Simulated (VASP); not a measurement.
Input:

```
CELL_PARAMETERS angstrom
     10.93707     0.00000     0.00000
      0.00000    10.93707     0.00000
      0.00000     0.00000    10.93707
ATOMIC_POSITIONS crystal
  Si 0.50000 0.00000 0.00000
  Si 0.62500 0.12500 0.12500
  Si 0.75000 0.25000 0.00000
  Si 0.87500 0.37500 0.12500
  Si 0.75000 0.00000 0.25000
  Si 0.87500 0.12500 0.37500
  Si 0.00000 0.00000 0.00000
  Si 0.12500 0.12500 0.12500
  Si 0.25000 0.25000 0.00000
  Si 0.37500 0.37500 0.12500
  Si 0.50000 0.50000 0.00000
  Si 0.62500 0.62500 0.12500
  Si 0.75000 0.75000 0.00000
  Si 0.87500 0.87500 0.12500
  Si 0.25000 0.00000 0.25000
  Si 0.37500 0.12500 0.37500
  Si 0.50000 0.25000 0.25000
  Si 0.62543 0.37930 0.37866
  Si 0.75000 0.50000 0.25000
  Si 0.87500 0.62500 0.37500
  Si 0.50000 0.00000 0.50000
  Si 0.62500 0.12500 0.62500
  Si 0.75000 0.25000 0.50000
  Si 0.87500 0.37500 0.62500
  Si 0.75000 0.00000 0.75000
  Si 0.87500 0.12500 0.87500
  Si 0.00000 0.50000 0.00000
  Si 0.12500 0.62500 0.12500
  Si 0.25000 0.75000 0.00000
  Si 0.37500 0.87500 0.12500
  Si 0.00000 0.25000 0.25000
  Si 0.12500 0.37500 0.37500
  Si 0.25000 0.50000 0.25000
  Si 0.37597 0.62676 0.37537
  Si 0.50000 0.75000 0.25000
  Si 0.62500 0.87500 0.37500
  Si 0.00000 0.00000 0.50000
  Si 0.12500 0.12500 0.62500
  Si 0.25000 0.25000 0.50000
  Si 0.37612 0.37931 0.62652
  Si 0.62281 0.62123 0.62660
  Si 0.75000 0.75000 0.50000
  Si 0.87500 0.87500 0.62500
  Si 0.25000 0.00000 0.75000
  Si 0.37500 0.12500 0.87500
  Si 0.50000 0.25000 0.75000
  Si 0.62500 0.37500 0.87500
  Si 0.75000 0.50000 0.75000
  Si 0.87500 0.62500 0.87500
  Si 0.00000 0.75000 0.25000
  Si 0.12500 0.87500 0.37500
  Si 0.00000 0.50000 0.50000
  Si 0.12500 0.62500 0.62500
  Si 0.25000 0.75000 0.50000
  Si 0.37500 0.87500 0.62500
  Si 0.00000 0.25000 0.75000
  Si 0.12500 0.37500 0.87500
  Si 0.25000 0.50000 0.75000
  Si 0.37500 0.62500 0.87500
  Si 0.50000 0.75000 0.75000
  Si 0.62500 0.87500 0.87500
  Si 0.00000 0.75000 0.75000
  Si 0.12500 0.87500 0.87500
  Se 0.49951 0.49746 0.50355
```
Cell charge -1.

Calculation: PBE GGA, VASP's PBE PAW potentials (set 64) (plane waves; VASP). Settings: PREC = Normal, LREAL = Auto, ISYM = 0, NELECT = 259.0, EDIFF = 1E-5, 400 eV cut-off, 1×1×1 Γ-centred mesh, Gaussian smearing of 0.050 eV, potentials Si Se. Starting moments (MAGMOM): 64*0.0156. The cell's moment is fixed (NUPDOWN = 1).

The cell is charged, with a uniform compensating background. The supercell is sampled at Γ alone, which is coarse: total energies, pressure and levels can be off, energies of defects by several tenths of an eV.

### Question
The ions are relaxed. What does this cell relax into?

### Answer

```
CELL_PARAMETERS angstrom
     10.93707     0.00000     0.00000
      0.00000    10.93707     0.00000
      0.00000     0.00000    10.93707
ATOMIC_POSITIONS crystal
  Si 0.50014 0.99982 0.00052
  Si 0.62550 0.12516 0.12558
  Si 0.74958 0.25037 0.00147
  Si 0.87483 0.37450 0.12555
  Si 0.74967 0.00007 0.24987
  Si 0.87457 0.12556 0.37452
  Si 0.00022 0.99973 0.00029
  Si 0.12529 0.12523 0.12528
  Si 0.24980 0.25047 0.00002
  Si 0.37489 0.37477 0.12503
  Si 0.50038 0.49965 0.00063
  Si 0.62533 0.62530 0.12484
  Si 0.74962 0.75032 0.99990
  Si 0.87482 0.87471 0.12533
  Si 0.24978 0.99930 0.24984
  Si 0.37481 0.12522 0.37483
  Si 0.49967 0.24928 0.24828
  Si 0.63644 0.36416 0.36373
  Si 0.75112 0.50084 0.24811
  Si 0.87517 0.62550 0.37474
  Si 0.50040 0.99961 0.50049
  Si 0.62524 0.12491 0.62527
  Si 0.75097 0.24927 0.50165
  Si 0.87544 0.37466 0.62547
  Si 0.74941 0.99888 0.74948
  Si 0.87452 0.12541 0.87461
  Si 0.00014 0.49989 0.00059
  Si 0.12516 0.62552 0.12540
  Si 0.24954 0.75057 0.00141
  Si 0.37450 0.87502 0.12542
  Si 0.00004 0.25044 0.24984
  Si 0.12502 0.37481 0.37493
  Si 0.24814 0.49860 0.24811
  Si 0.36344 0.63692 0.36336
  Si 0.50163 0.75216 0.24796
  Si 0.62531 0.87511 0.37496
  Si 0.00013 0.99965 0.50020
  Si 0.12522 0.12504 0.62548
  Si 0.24804 0.24904 0.49969
  Si 0.36280 0.36345 0.63735
  Si 0.63623 0.63631 0.63668
  Si 0.75085 0.75173 0.49964
  Si 0.87468 0.87465 0.62549
  Si 0.24980 0.00012 0.74963
  Si 0.37450 0.12546 0.87470
  Si 0.50161 0.24911 0.75113
  Si 0.62537 0.37461 0.87562
  Si 0.75100 0.49825 0.75113
  Si 0.87461 0.62553 0.87465
  Si 0.00115 0.75048 0.24975
  Si 0.12528 0.87501 0.37453
  Si 0.00047 0.49962 0.50049
  Si 0.12480 0.62533 0.62530
  Si 0.24803 0.75218 0.50158
  Si 0.37487 0.87516 0.62536
  Si 0.00130 0.25045 0.74964
  Si 0.12515 0.37463 0.87515
  Si 0.24773 0.50098 0.75152
  Si 0.37454 0.62555 0.87551
  Si 0.49932 0.75192 0.75120
  Si 0.62539 0.87483 0.87496
  Si 0.99985 0.75031 0.74961
  Si 0.12531 0.87471 0.87481
  Se 0.50127 0.49825 0.50259
```
Cell charge -1. The cell ends with 1.00 μB, on the first 30 sites 0.00 0.00 0.00 0.00 0.00 0.01 0.00 0.00 0.00 0.00 0.00 0.00 0.00 0.00 0.00 0.01 0.00 0.00 0.00 0.01 0.00 0.00 0.00 0.00 0.00 0.01 0.00 0.00 0.00 0.00 μB.

### Question
How much energy does the relaxation gain?

### Answer
The energy (σ→0) changes by -17.3 meV/atom, in 12 ionic steps.

The cell is a supercell with a defect, built from Si (diamond): Se_Si, charge -1.
